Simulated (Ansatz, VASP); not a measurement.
# Cross-check of Nb16I between VASP and Ansatz, part 2 of 2

Aim: how closely do two programs agree when they are given the same cell, functional and k mesh? The cell is taken from a series of runs on this material, whose earlier steps may have relaxed, scaled, displaced or heated it; both programs get it as it stands.

VASP 6.6.1 and Ansatz 0.2.0.

So far: Set-up; VASP: single point, PBE.

**3. Ansatz: single point, PBE**

Level of this step: Ansatz beside VASP: Kohn-Sham DFT, plane waves, PBE (Ansatz).

Ansatz runs on its default PAW (the set named soft_2) files.

The same cell, functional, mesh and smearing now go to Ansatz, which takes its cutoff from its data sets.

The input, input.yaml:

```yaml
crystal:
  lattice:
    - [6.62, 0.0, 0.0]
    - [3.31, 4.6810468915, 0.0]
    - [0.0, 0.0, 23.8215703372]
  atoms:
    - { symbol: I, position: [0.2499466349, 0.0, 0.7013275292] }
    - { symbol: Nb, position: [-0.0167854968, 0.0, 0.6070586899] }
    - { symbol: Nb, position: [0.5167901812, 0.0, 0.6070562607] }
    - { symbol: Nb, position: [-0.0040159797, 0.5084806317, 0.6061192133] }
    - { symbol: Nb, position: [0.5044646521, 0.4915193683, 0.6061192133] }
    - { symbol: Nb, position: [0.7500240526, 0.5001878157, 0.5119253956] }
    - { symbol: Nb, position: [0.2502118683, 0.4998121843, 0.5119253956] }
    - { symbol: Nb, position: [0.7499731743, 0.0, 0.5083960425] }
    - { symbol: Nb, position: [0.2500526337, 0.0, 0.5128607801] }
    - { symbol: Nb, position: [0.0, 0.0, 0.413092979] }
    - { symbol: Nb, position: [0.5, 0.0, 0.413092979] }
    - { symbol: Nb, position: [0.0, 0.5, 0.413092979] }
    - { symbol: Nb, position: [0.5, 0.5, 0.413092979] }
    - { symbol: Nb, position: [0.75, 0.5, 0.314840705] }
    - { symbol: Nb, position: [0.25, 0.5, 0.314840705] }
    - { symbol: Nb, position: [0.75, 0.0, 0.314840705] }
    - { symbol: Nb, position: [0.25, 0.0, 0.314840705] }
kpoints:
  mp_grid: { grid: [8, 8, 1] }
scf:
  occupations: { method: fermi_dirac, width: 0.05 }
  n_extra_bands: 21
hamiltonian:
  xc: pbe
  pseudopotentials: { kind: paw }
output:
  forces: true
  write_potential: true
  volumetric_format: []
  dos:
    projected:
      site_lists:
        adsorbate: [0]
        layer_1: [1, 2, 3, 4]
        layer_2: [5, 6, 7, 8]
        layer_3: [9, 10, 11, 12]
        other_layers: [13, 14, 15, 16]
    de: 0.05
    e_range: [-30, 12]
    method: { smearing: { sigma: 0.15, scheme: gaussian } }
  eigenstates:
    kpoints:
      - [0.0, 0.0, 0.0]
      - [-0.125, 0.0, 0.0]
      - [-0.25, 0.0, 0.0]
      - [-0.375, 0.0, 0.0]
      - [0.5, 0.0, 0.0]
      - [0.375, 0.0, 0.0]
      - [0.25, 0.0, 0.0]
      - [0.125, 0.0, 0.0]
      - [0.0, 0.125, 0.0]
      - [0.0, 0.25, 0.0]
      - [0.0, 0.375, 0.0]
      - [0.0, 0.5, 0.0]
      - [0.0, -0.375, 0.0]
      - [0.0, -0.25, 0.0]
      - [0.0, -0.125, 0.0]
      - [0.07142857, -0.07142857, 0.0]
      - [0.14285714, -0.14285714, 0.0]
      - [0.21428571, -0.21428571, 0.0]
      - [0.28571429, -0.28571429, 0.0]
      - [0.35714286, -0.35714286, 0.0]
      - [0.42857143, -0.42857143, 0.0]
      - [0.5, -0.5, 0.0]
      - [-0.42857143, 0.42857143, 0.0]
      - [-0.35714286, 0.35714286, 0.0]
      - [-0.28571429, 0.28571429, 0.0]
      - [-0.21428571, 0.21428571, 0.0]
      - [-0.14285714, 0.14285714, 0.0]
      - [-0.07142857, 0.07142857, 0.0]
    e_range: [-8.0, 4.0]
    unfold:
      supercell_matrix: [[2, 0, 0], [0, 2, 0], [0, 0, 1]]
      layers:
        axis: 3
        edges: [0.146926, 0.438034, 0.438134, 0.561166, 0.561266, 0.869241]
efield:
  axis: 3
  dipole_correction: true
```

Command:

```console
ansatz run input.yaml --threads 8 --pin off --max-ram 20480MiB --backend cpu --events-out ev --progress --plain --runs-dir out
```

Numbers of over 12 decimals in the logs are rounded to 6 here.

The log of the run:

```text
scf.n_extra_bands = 21 over 113 filled bands (N_el = 225.0): the run solves 134 bands
Engine: ansatz 0.2.0, aarch64-unknown-linux-gnu
Pseudopotentials: kind: paw
Pseudopotential: I, paw, valence charge 17, recommended cutoff 420 eV (normal), I.paw.azcp
Pseudopotential: Nb, paw, valence charge 13, recommended cutoff 420 eV (normal), Nb.paw.azcp
Functional definition: PBE
  parameter kappa = 0.804
  parameter beta = 0.066725
  exchange = pbe_x(kappa = kappa, mu = beta*pi^2/3)
  correlation = pbe_c(beta = beta)
Crystal: 17 atoms, lattice volume = 738.195 Å³
Basis set: ecut = 420 eV, 14467 PW (Γ), exchange–correlation on 90×80×320 points (8 copies of the dense FFT grid, shifted against one another)
Bands: 134, of which v1, the nominal top of the filled ones, is band 113 counted from 1 (112 counted from 0)
Symmetry: 2 space group operations
Space group: Cm (ITA 8), of the structure as read, at distance tolerance 9.0e-5 Å
k-points: 21 of 64 (time reversal used)
Non-local potential: I, projectors of the file, l = 0: 2, l = 1: 2, l = 2: 2, l = 3: 2
Non-local potential: Nb, projectors of the file, l = 0: 3, l = 1: 2, l = 2: 2, l = 3: 1
PAW form: soft (Blöchl's): semilocal exchange-correlation on the pseudo side does not see the compensation charge
PAW one-centre angular grid: I, 590 points (default); XC on 64 Gauss nodes
PAW one-centre angular grid: Nb, 590 points (default); XC on 64 Gauss nodes
Initial density: superposition of atomic densities (neutral atoms: chi_scale 0, normalization atom), corrected by the library's trained network
Initial wavefunctions: pseudopotential atomic-orbital guess
Functional: x = pbe(κ = 0.804, μ = 0.219515), c = pbe(β = 0.066725)
SCF iter   1: F=—  HF=-80344.413911 eV  |F-HF|=—  |Δ(HF+E_count)|=         —  Δρ=1.11e-2  dr2=2.02e1  ethr=1.77e-3  p=0.081 e·Å  D=1.99e-2 V/Å  ΔV_dip=-0.48 eV  dr2_dipole=3.56e0  V_vac-E_F(+/−)=4.28/4.76 eV  ⟨swp⟩=9.3  Hψ=12952  notcnv=0  defer=23
efield: sawtooth ramp at fractional position 0.9581 (placed from the atoms, in the widest stretch of the axis that holds none; the zero of the levels goes with the place), width 0.1000; the density the first Hamiltonian is built on has a dipole p = 0.081 e·Å; the dipole correction subtracts the counter field D = 1.99e-2 V/Å, which shifts the + side's vacuum level by -0.48 eV against the − side's; the planar-averaged density in the ramp window peaks in size at 3.8e-5 e/Å³
preconditioner: auto → LDOS  [metal: Δε(μ)=0.005 eV  Ē_g=3.610 eV  σ=0.050 eV  W_gap=0.03  n_scr=124 (ndim 8)  ℏωp=12.7 eV  f_vac=0.498  D(μ)=20.10/eV (n_scr^D=120)  β→1.0]
SCF iter   2: F=—  HF=-80343.899788 eV  |F-HF|=—  |Δ(HF+E_count)|=   5.14e-1  Δρ=3.42e-3  dr2=6.56e-1  ethr=1.77e-3  p=0.111 e·Å  D=2.73e-2 V/Å  ΔV_dip=-0.65 eV  dr2_dipole=3.11e-2  V_vac-E_F(+/−)=3.82/4.47 eV  ⟨swp⟩=2.9  Hψ=3654  notcnv=0  defer=116
SCF iter   3: F=—  HF=-80343.885957 eV  |F-HF|=—  |Δ(HF+E_count)|=   1.38e-2  Δρ=8.29e-4  dr2=3.13e-2  ethr=2.92e-4  p=0.110 e·Å  D=2.70e-2 V/Å  ΔV_dip=-0.64 eV  dr2_dipole=2.92e-3  V_vac-E_F(+/−)=3.91/4.56 eV  ⟨swp⟩=2.2  Hψ=3185  notcnv=0  defer=117
SCF iter   4: F=—  HF=-80343.885683 eV  |F-HF|=—  |Δ(HF+E_count)|=   2.73e-4  Δρ=1.46e-4  dr2=6.31e-4  ethr=1.39e-5  p=0.107 e·Å  D=2.63e-2 V/Å  ΔV_dip=-0.63 eV  dr2_dipole=2.85e-4  V_vac-E_F(+/−)=3.91/4.54 eV  ⟨swp⟩=2.0  Hψ=3534  notcnv=0  defer=117
SCF iter   5: F=—  HF=-80343.885743 eV  |F-HF|=—  |Δ(HF+E_count)|=   5.97e-5  Δρ=4.43e-5  dr2=2.30e-5  ethr=2.80e-7  p=0.108 e·Å  D=2.66e-2 V/Å  ΔV_dip=-0.63 eV  dr2_dipole=2.04e-7  V_vac-E_F(+/−)=3.90/4.53 eV  ⟨swp⟩=2.3  Hψ=4202  notcnv=0  defer=117
SCF iter   6: F=—  HF=-80343.885307 eV  |F-HF|=—  |Δ(HF+E_count)|=   4.36e-4  Δρ=1.61e-5  dr2=5.11e-6  ethr=1.02e-8  p=0.108 e·Å  D=2.64e-2 V/Å  ΔV_dip=-0.63 eV  dr2_dipole=1.61e-6  V_vac-E_F(+/−)=3.90/4.53 eV  ⟨swp⟩=3.0  Hψ=5265  notcnv=0  defer=117
SCF iter   7: F=—  HF=-80343.885307 eV  |F-HF|=—  |Δ(HF+E_count)|=   5.63e-7  Δρ=6.38e-6  dr2=4.98e-7  ethr=2.27e-9  p=0.108 e·Å  D=2.65e-2 V/Å  ΔV_dip=-0.63 eV  dr2_dipole=2.00e-9  V_vac-E_F(+/−)=3.90/4.53 eV  ⟨swp⟩=2.4  Hψ=4857  notcnv=0  defer=117
SCF iter   8: F=-80343.885307 eV  HF=-80343.885307 eV  |F-HF|=3.36e-8  |Δ(HF+E_count)|=   1.59e-7  Δρ=1.78e-6  dr2=6.35e-8  ethr=4.44e-11  p=0.108 e·Å  D=2.65e-2 V/Å  ΔV_dip=-0.63 eV  dr2_dipole=2.67e-9  V_vac-E_F(+/−)=3.90/4.53 eV  ⟨swp⟩=27.1  Hψ=25391  notcnv=0
[...]
SCF converged after 8 iterations
Free energy (F): -80343.885307 eV
Harris-Foulkes:  -80343.885307 eV  (|F-HF|=3.36e-8)
Internal energy: -80343.707647 eV  (E = F + TS)
E sigma→0 (E₀):  -80343.796477 eV
Entropy (-TS):   -0.177661 eV (-10.451 meV/atom)
Fermi energy:    5.158299 eV
Dipole field:    D = 0.026446 V/Å  (p = 0.107887 e·Å, saw-weighted, corrected)
Work function:   Φ+ = 3.9031 eV   Φ− = 4.5329 eV
Levels:          The Fermi level and band energies are counted from a zero that moves with the ramp; work functions are not
Vacuum region:   at the solve's end the planar-averaged density reaches 1.74e-5 e/Å³ inside the ramp window [0.9161, 0.1001] (bound 1e-5 e/Å³); by the running means of the window's planes the mean density over a ramp is at most 1.68e-5 e/Å³, which is held to the bound (the quickstart, § The vacuum guard, A window that rings)
--- Per-component energies (eV) ---
  E_band       = -4152.627216
  E_kinetic    = 6489.117748
  E_local      = -206732.039006  (includes V_loc(G=0)·N_el)
  E_nonlocal   = 1834.792594
  E_hartree    = 99956.936400
  E_xc         = -2926.394208
  E_vxc        = -3521.872603  (∫ρ·V_xc dr)
  E_paw        = -53992.139218  (= ΣΔE_a)
  E_vpaw       = -2140.518799  (= ΣTr[D̂ρ^β])
  E_aug_tail   = 0.000097  (compensation charges beyond the density's cutoff)
  E_efield     = 0.001427  (sawtooth field / dipole correction)
  E_vefield    = 4.044091  (∫n·V_field dr)
  E_ewald      = 75026.016520
  E_smearing   = -0.177661  (= −TS)
  E_closure    = 0.000000  (closes the sum)
  Σ components = -80343.885307   (vs F -80343.885307, Δ=0.00e0)
--- Forces (eV/Å), atoms counted from 1 ---
  atom   1  I      0.00176020     0.00000000     0.00262264
  atom   2  Nb    -0.01738513     0.00000000    -0.02120487
  atom   3  Nb     0.02985814     0.00000000    -0.01846219
  atom   4  Nb    -0.00756390     0.01901219     0.00371102
  atom   5  Nb    -0.00756390    -0.01901219     0.00371102
  atom   6  Nb    -0.00446343    -0.01173331     0.01762114
  atom   7  Nb    -0.00446343     0.01173331     0.01762114
  atom   8  Nb     0.00989706     0.00000000     0.01709579
  atom   9  Nb    -0.00181974     0.00000000     0.01133164
  atom  10  Nb     0.09142444     0.00000000    -0.47147930
  atom  11  Nb    -0.09071814     0.00000000    -0.47141633
  atom  12  Nb     0.00084979    -0.02140774    -0.33383584
  atom  13  Nb     0.00084979     0.02140774    -0.33383584
  atom  14  Nb    -0.00009219    -0.00000360     0.36503387
  atom  15  Nb    -0.00009219     0.00000360     0.36503387
  atom  16  Nb     0.00005704     0.00000000     0.39821348
  atom  17  Nb    -0.00053482     0.00000000     0.44840944
  max |Σ_I F_I| component: 1.71e-4 eV/Å
--- Band table (eV; the first three rows and the last of 21) ---
  k-point 0: bands = [... 109 lower, 5.3635, 5.3713, 5.4452, 5.5787, 5.7747, 5.9566, 6.6676, 6.6832, ... 17 higher]
  k-point 1: bands = [... 109 lower, 5.3710, 5.3820, 5.4300, 5.4714, 5.6935, 5.7839, 6.2888, 6.3169, ... 17 higher]
  k-point 2: bands = [... 109 lower, 5.1769, 5.2268, 5.2578, 5.3231, 5.5326, 5.5887, 5.6455, 5.8005, ... 17 higher]
  k-point 20: bands = [... 109 lower, 4.5546, 4.5573, 4.7055, 4.7105, 4.8496, 4.9869, 5.0928, 5.0988, ... 17 higher]
```

**4. Differences**

Known differences besides the potentials themselves: the data sets hold 225 valence electrons in Ansatz (default PAW (the set named soft_2) files) and 215 in VASP; the cutoff is 420 eV in Ansatz and 400 eV in VASP. Total energies have different zeros and are not compared.

Both answers:

```
                                   quantity  Ansatz  VASP  difference
 work function, lower of the two faces (eV)    3.90  3.91        0.00
work function, higher of the two faces (eV)    4.53  4.54       -0.01
```

Forces on 10 of the 17 atoms, those with the largest forces and the largest differences (eV/Å; atoms numbered as in POSCAR):

```
atom         Ansatz x, y, z           VASP x, y, z
  I1    0.002, 0.000, 0.003   0.002, 0.000, -0.017
 Nb2  -0.017, 0.000, -0.021  -0.007, 0.000, -0.019
 Nb3   0.030, 0.000, -0.018   0.019, 0.000, -0.017
Nb10   0.091, 0.000, -0.471   0.092, 0.000, -0.473
Nb11  -0.091, 0.000, -0.471  -0.091, 0.000, -0.472
Nb12  0.001, -0.021, -0.334  0.001, -0.021, -0.334
Nb14    0.000, 0.000, 0.365    0.000, 0.000, 0.373
Nb15    0.000, 0.000, 0.365    0.000, 0.000, 0.373
Nb16    0.000, 0.000, 0.398    0.000, 0.000, 0.405
Nb17   -0.001, 0.000, 0.448   -0.001, 0.000, 0.457
```

The forces differ by 4.8 meV/Å r.m.s., which is 2.9 % of the r.m.s. force of 0.16 eV/Å (both taken over all components).

**5. Outcome**

```yaml
r_m_s_force_difference_single_point_pbe: 4.8 meV/Å
```

What this shows: The r.m.s. force difference is 4.8 meV/Å (single point, PBE), within the 12 meV/Å picked in this series as the mark of a large difference. How closely two codes agree says nothing of how well the functional describes the real material.

[Lines on the potential files, build, host, timing and source positions are cut from VASP's logs without a mark.]

[Logs are printed without paths, hosts, clocks, repeated set-up lines and the standing remarks that a program may print on its own settings, such as how far it seeks lower states.]

[Hosts, paths, dates, database ids (printed as entryN), source tags and the programs' standing remarks are cut or masked in the printed files.]
